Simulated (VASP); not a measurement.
Level of theory: PBE GGA, VASP's PBE PAW potentials (set 64) (plane waves; VASP).

The input files of a VASP run:

**KPOINTS**
```
Automatic mesh
0
Gamma
8 8 8
```

### POSCAR
```
KF
1
   -0.0000000000     2.7103774593     2.7103774593
    2.7103774593    -0.0000000000     2.7103774593
    2.7103774593     2.7103774593    -0.0000000000
K F
1 1
Direct
  0.0000000000   0.0000000000   0.0000000000
  0.5000000000   0.5000000000   0.5000000000
```

**INCAR**
```
! general
SYSTEM = KF
PREC   = Accurate
ENCUT  = 530
LREAL  = .FALSE.
LASPH  = .TRUE.

! electronic loop
EDIFF  = 1E-6
NELM   = 100
ALGO   = Normal

! smearing
ISMEAR = 0
SIGMA  = 0.05

! functional
GGA    = PE

! ions
IBRION = 2
NSW    = 60
ISIF   = 3
EDIFFG = -0.01

! output
LWAVE  = .FALSE.
LCHARG = .FALSE.
```

POTCAR, in this order: K_sv F (PBE.64 set). Program: vasp_std.

What VASP printed:

### OSZICAR
```
       N       E                     dE             d eps       ncg     rms          rms(c)
DAV:   1     0.119070911571E+03    0.11907E+03   -0.86350E+03   696   0.131E+03
DAV:   2    -0.447968698368E+01   -0.12355E+03   -0.11200E+03   876   0.330E+02
DAV:   3    -0.943749580615E+01   -0.49578E+01   -0.49225E+01   860   0.651E+01
DAV:   4    -0.957528844808E+01   -0.13779E+00   -0.13769E+00  1088   0.920E+00
DAV:   5    -0.957640685577E+01   -0.11184E-02   -0.11184E-02   832   0.999E-01    0.627E+00
DAV:   6    -0.832844881765E+01    0.12480E+01   -0.44064E+00   780   0.180E+01    0.362E+00
DAV:   7    -0.830089535980E+01    0.27553E-01   -0.12386E-01   940   0.312E+00    0.218E+00
DAV:   8    -0.829686134713E+01    0.40340E-02   -0.57149E-02   756   0.280E+00    0.208E-01
DAV:   9    -0.829859817829E+01   -0.17368E-02   -0.64685E-03   960   0.663E-01    0.122E-01
DAV:  10    -0.829916242543E+01   -0.56425E-03   -0.91577E-04   780   0.300E-01    0.606E-02
DAV:  11    -0.829929644863E+01   -0.13402E-03   -0.36317E-04   740   0.154E-01    0.201E-02
DAV:  12    -0.829928805279E+01    0.83958E-05   -0.62433E-05   880   0.662E-02    0.708E-03
DAV:  13    -0.829928764698E+01    0.40581E-06   -0.50458E-06   764   0.224E-02
   1 F= -.82992876E+01 E0= -.82992876E+01  d E =-.829929E+01
```

**OUTCAR**
```
------------------------ aborting loop because EDIFF is reached ----------------------------------------
  FORCE on cell =-STRESS in cart. coord.  units (eV):
  Direction    XX          YY          ZZ          XY          YZ          ZX
  --------------------------------------------------------------------------------------
  Total        0.0154183      0.0154183      0.0154183      0.0000000      0.0000000      0.0000000
  in kB        0.6203390      0.6203390      0.6203390      0.0000000      0.0000000      0.0000000
  external PRESSURE =       0.6203390 kB  Pullay stress =       0.0000000 kB
  volume of cell :       39.82
      direct lattice vectors                 reciprocal lattice vectors
     0.000000000  2.710377459  2.710377459    -0.184476150  0.184476150  0.184476150
     2.710377459  0.000000000  2.710377459     0.184476150 -0.184476150  0.184476150
     2.710377459  2.710377459  0.000000000     0.184476150  0.184476150 -0.184476150
  FREE ENERGIE OF THE ION-ELECTRON SYSTEM (eV)
  ---------------------------------------------------
  free  energy   TOTEN  =        -8.2992876470 eV

  energy  without entropy=       -8.2992876470  energy(sigma->0) =       -8.29928765

 reached required accuracy - stopping structural energy minimisation
```
(Selected blocks of OUTCAR.)

OUTCAR:
```
 val. band max:       -2.9152242605   @ k =   0.0000   0.0000   0.0000

 cond. band min:       3.0313111580   @ k =   0.0000   0.0000   0.0000


 Fermi energy:        -2.6491978046

 k-point     1 :       0.0000    0.0000    0.0000
  band No.  band energies     occupation
      1     -29.1746      2.00000
      2     -21.5488      2.00000
      3     -12.4542      2.00000
      4     -12.4542      2.00000
      5     -12.4542      2.00000
      6      -2.9152      2.00000
      7      -2.9152      2.00000
      8      -2.9152      2.00000
      9       3.0313      0.00000
     10       7.6428      0.00000
     11       7.6428      0.00000
     12       7.6428      0.00000

 k-point     2 :       0.1250    0.0000    0.0000
  band No.  band energies     occupation
      1     -29.1634      2.00000
      2     -21.5590      2.00000
      3     -12.4915      2.00000
      4     -12.4593      2.00000
      5     -12.4593      2.00000
      6      -3.0470      2.00000
      7      -2.9626      2.00000
      8      -2.9626      2.00000
      9       3.4485      0.00000
     10       7.3966      0.00000
     11       7.8430      0.00000
     12       7.8430      0.00000

 k-point     3 :       0.2500    0.0000    0.0000
  band No.  band energies     occupation
      1     -29.1362      2.00000
      2     -21.5827      2.00000
      3     -12.5805      2.00000
      4     -12.4715      2.00000
      5     -12.4715      2.00000
      6      -3.3266      2.00000
      7      -3.0747      2.00000
      8      -3.0747      2.00000
      9       4.4984      0.00000
     10       7.0401      0.00000
     11       8.3354      0.00000
     12       8.3354      0.00000

 k-point     4 :       0.3750    0.0000    0.0000
  band No.  band energies     occupation
      1     -29.1088      2.00000
      2     -21.6068      2.00000
      3     -12.6685      2.00000
      4     -12.4835      2.00000
      5     -12.4835      2.00000
      6      -3.5686      2.00000
...
```

The compound is KF in the rock salt structure. It was relaxed first. The start is the result of an earlier pass.
